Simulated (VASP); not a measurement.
Calculation: MS2 meta-GGA, VASP's PBE PAW potentials (set 64) (plane waves; VASP 6.6.1).

A VASP calculation is set up with these files.

INCAR:
```
LREAL  =  .FALSE.   ! projection in real space or not
LWAVE  =  .FALSE.
ENCUT  =  520
ISIF  =  2   ! forces and stress, cell fixed
NELM  =  100   ! most electronic steps
LMIXTAU  =  .TRUE.
LMAXMIX  =  4
SIGMA  =  0.1   ! width (eV)
LASPH  =  .TRUE.
EDIFF  =  1E-7   ! SCF stop (eV)
METAGGA  =  MS2
SYSTEM  =  NiSi2
ALGO  =  Normal
LCHARG  =  .FALSE.
ISMEAR  =  1
PREC  =  Accurate
```

File POSCAR:
```
NiSi2
1
    0.0000000000     2.6410963281     2.6410963281
    2.6410963281     0.0000000000     2.6410963281
    2.6410963281     2.6410963281     0.0000000000
Si Ni
2 1
Direct
  0.2500000000   0.2500000000   0.2500000000
  0.7500000000   0.7500000000   0.7500000000
  0.0000000000   0.0000000000   0.0000000000
```

### KPOINTS
```
Automatic
0
gamma
10 10 10
0 0 0
```

POTCAR, in this order: Si Ni (PBE.64 set). Program: vasp_std.

The resulting files:

File OUTCAR:
```
 ion  position               nearest neighbor table
   1  0.250  0.250  0.250-   3 2.29   3 2.29   3 2.29   3 2.29   2 2.64   2 2.64   2 2.64   2 2.64
                             2 2.64   2 2.64
   2  0.750  0.750  0.750-   3 2.29   3 2.29   3 2.29   3 2.29   1 2.64   1 2.64   1 2.64   1 2.64
                             1 2.64   1 2.64
   3  0.000  0.000  0.000-   1 2.29   2 2.29   2 2.29   2 2.29   2 2.29   1 2.29   1 2.29   1 2.29
  LATTYP: Found a face centered cubic cell.
 ALAT       =     5.2821926562
 Subroutine PRICEL returns:
 Original cell was already a primitive cell.
 Subroutine GETGRP returns: Found 48 space group operations
The static configuration has the point symmetry O_h .
The dynamic configuration has the point symmetry O_h .
 Subroutine INISYM returns: Found 48 space group operations
 Subroutine IBZKPT returns following result:
 Found     47 irreducible k-points:

 Following reciprocal coordinates:
            Coordinates               Weight
  0.000000  0.000000  0.000000      1.000000
  0.100000  0.000000  0.000000      8.000000
  0.200000  0.000000  0.000000      8.000000
  0.300000  0.000000  0.000000      8.000000
  0.400000  0.000000  0.000000      8.000000
  0.500000  0.000000  0.000000      4.000000
...
```

### OSZICAR
```
       N       E                     dE             d eps       ncg     rms          rms(c)
DAV:   1     0.521974201409E+02    0.52197E+02   -0.78094E+03  1222   0.139E+03
DAV:   2    -0.358398516009E+02   -0.88037E+02   -0.82462E+02  1237   0.250E+02
DAV:   3    -0.402954701932E+02   -0.44556E+01   -0.43543E+01  1610   0.634E+01
DAV:   4    -0.403705749009E+02   -0.75105E-01   -0.75051E-01  1367   0.764E+00
DAV:   5    -0.403723467443E+02   -0.17718E-02   -0.17713E-02  1637   0.126E+00    0.256E+01
DAV:   6    -0.445374772082E+02   -0.41651E+01   -0.15926E+02  1272   0.308E+02    0.466E+01
DAV:   7    -0.292085070766E+02    0.15329E+02   -0.35414E+01  1477   0.139E+02    0.103E+01
DAV:   8    -0.277011220907E+02    0.15074E+01   -0.55863E+00  1683   0.577E+01    0.377E+00
DAV:   9    -0.278574734023E+02   -0.15635E+00   -0.12727E+00  1745   0.238E+01    0.282E+00
DAV:  10    -0.277748346881E+02    0.82639E-01   -0.82257E-01  1412   0.219E+01    0.137E+00
DAV:  11    -0.277583906548E+02    0.16444E-01   -0.15297E-01  1442   0.830E+00    0.571E-01
DAV:  12    -0.277613869145E+02   -0.29963E-02   -0.16718E-02  1287   0.172E+00    0.150E-01
DAV:  13    -0.277616003839E+02   -0.21347E-03   -0.81215E-04  1556   0.385E-01    0.412E-02
DAV:  14    -0.277614717974E+02    0.12859E-03   -0.36935E-04  1327   0.325E-01    0.237E-02
DAV:  15    -0.277616112434E+02   -0.13945E-03   -0.45290E-04  1297   0.402E-01    0.291E-02
DAV:  16    -0.277615365727E+02    0.74671E-04   -0.11179E-04  1320   0.210E-01    0.473E-03
DAV:  17    -0.277615424953E+02   -0.59227E-05   -0.22706E-06  1567   0.138E-02    0.359E-03
DAV:  18    -0.277615451386E+02   -0.26432E-05   -0.18121E-07  1044   0.600E-03    0.278E-03
DAV:  19    -0.277615456652E+02   -0.52660E-06   -0.22097E-07   983   0.103E-02    0.581E-04
DAV:  20    -0.277615453453E+02    0.31990E-06   -0.24788E-08   711   0.239E-03    0.467E-04
DAV:  21    -0.277615457094E+02   -0.36417E-06   -0.12980E-08   716   0.218E-03    0.276E-04
DAV:  22    -0.277615450936E+02    0.61584E-06   -0.30351E-09   686   0.883E-04    0.148E-04
DAV:  23    -0.277615455021E+02   -0.40851E-06   -0.11659E-09   661   0.562E-04    0.697E-05
DAV:  24    -0.277615452499E+02    0.25216E-06   -0.46159E-10   646   0.468E-04    0.127E-05
DAV:  25    -0.277615453233E+02   -0.73365E-07   -0.85059E-11   641   0.121E-04
   1 F= -.27761545E+02 E0= -.27760722E+02  d E =-.246974E-02
```

File OUTCAR:
```
------------------------ aborting loop because EDIFF is reached ----------------------------------------
  FORCE on cell =-STRESS in cart. coord.  units (eV):
  Direction    XX          YY          ZZ          XY          YZ          ZX
  --------------------------------------------------------------------------------------
  Total        2.5363961      2.5363961      2.5363961     -0.0000000      0.0000000      0.0000000
  in kB      110.2922367    110.2922367    110.2922367     -0.0000000      0.0000000      0.0000000
  external PRESSURE =     110.2922367 kB  Pullay stress =       0.0000000 kB
  volume of cell :       36.85
      direct lattice vectors                 reciprocal lattice vectors
     0.000000000  2.641096328  2.641096328    -0.189315321  0.189315321  0.189315321
     2.641096328  0.000000000  2.641096328     0.189315321 -0.189315321  0.189315321
     2.641096328  2.641096328  0.000000000     0.189315321  0.189315321 -0.189315321
 POSITION                                       TOTAL-FORCE (eV/Angst)
 -----------------------------------------------------------------------------------
      1.32055      1.32055      1.32055         0.000000     -0.000000     -0.000000
      3.96164      3.96164      3.96164        -0.000000      0.000000      0.000000
      0.00000      0.00000      0.00000         0.000000      0.000000      0.000000
 -----------------------------------------------------------------------------------
    total drift:                               -0.000000     -0.000000      0.000000
  FREE ENERGIE OF THE ION-ELECTRON SYSTEM (eV)
  ---------------------------------------------------
  free  energy   TOTEN  =       -27.7615453233 eV

  energy  without entropy=      -27.7590755809  energy(sigma->0) =      -27.76072208
```
(Selected blocks of OUTCAR.)

The compound is NiSi2 in the fluorite structure. This cell is one point of a volume scan, at 0.94 of the reference volume. The run is not spin-polarised, so no magnetic state was tried.
